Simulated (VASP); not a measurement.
An input for Quantum ESPRESSO's pw.x (written as the equivalent of a VASP run, and not itself run):

```
&CONTROL
  calculation = 'vc-relax'
  pseudo_dir = './pseudo'
  outdir = './out'
  tprnfor = .true.
  tstress = .true.
  nstep = 60
  forc_conv_thr = 0.00039
/
&SYSTEM
  ibrav = 0
  nat = 2
  ntyp = 2
  ecutwfc = 70
  occupations = 'smearing'
  smearing = 'gaussian'
  degauss = 0.003675
  input_dft = 'vdw-df2'
/
&ELECTRONS
  conv_thr = 7.3e-08
  electron_maxstep = 100
/
&IONS
/
&CELL
/
ATOMIC_SPECIES
  In 114.818 In.upf
  P 30.974 P.upf
CELL_PARAMETERS angstrom
     0.0000000    2.9350000    2.9350000
     2.9350000    0.0000000    2.9350000
     2.9350000    2.9350000    0.0000000
ATOMIC_POSITIONS crystal
  In   0.0000000  0.0000000  0.0000000
  P    0.2500000  0.2500000  0.2500000
K_POINTS automatic
  7 7 7 0 0 0
```

Q: Write the VASP files for the same calculation (vdW-DF2).

A: One answer among several that fit: 
INCAR:
```
# general
SYSTEM    =  InP
PREC      =  Accurate
ENCUT     =  520   # plane-wave cut-off (eV)
LREAL     =  .FALSE.
LASPH     =  .TRUE.   # aspherical one-centre terms

# electronic loop
EDIFF     =  1E-6   # SCF stop (eV)
NELM      =  100   # most electronic steps
ALGO      =  Normal   # blocked Davidson
LMAXMIX   =  4   # l cut-off of mixed one-centre charges

# smearing
ISMEAR    =  0   # Gaussian
SIGMA     =  0.05

# functional
GGA       =  ML
LUSE_VDW  =  .TRUE.
AGGAC     =  0.0
ZAB_VDW   =  -1.8867

# ions
IBRION    =  2   # conjugate gradients
NSW       =  60
ISIF      =  3   # ions, shape and volume
EDIFFG    =  -0.01   # ionic stop

# output
LWAVE     =  .FALSE.
LCHARG    =  .FALSE.
```

### KPOINTS
```
Automatic
0
Gamma
 7 7 7
0 0 0
```

File POSCAR:
```
InP
1
    0.0000000000     2.9350000000     2.9350000000
    2.9350000000     0.0000000000     2.9350000000
    2.9350000000     2.9350000000     0.0000000000
In P
1 1
Direct
  0.0000000000   0.0000000000   0.0000000000
  0.2500000000   0.2500000000   0.2500000000
```

POTCAR, in this order: In_d P (PBE.64 set). Program: vasp_std.

What does not carry over: the potentials are each code's own (VASP's PAW set, PseudoDojo norm-conserving files in pw.x), so ENCUT and ecutwfc are chosen apart and not converted; conv_thr bounds pw.x's estimated SCF error, while EDIFF bounds the energy change between steps; forc_conv_thr acts on force components and is met together with etot_conv_thr.

The compound is InP in the zinc blende structure. This run relaxes it. Symmetry was kept, so distortions that lower it aren't found.
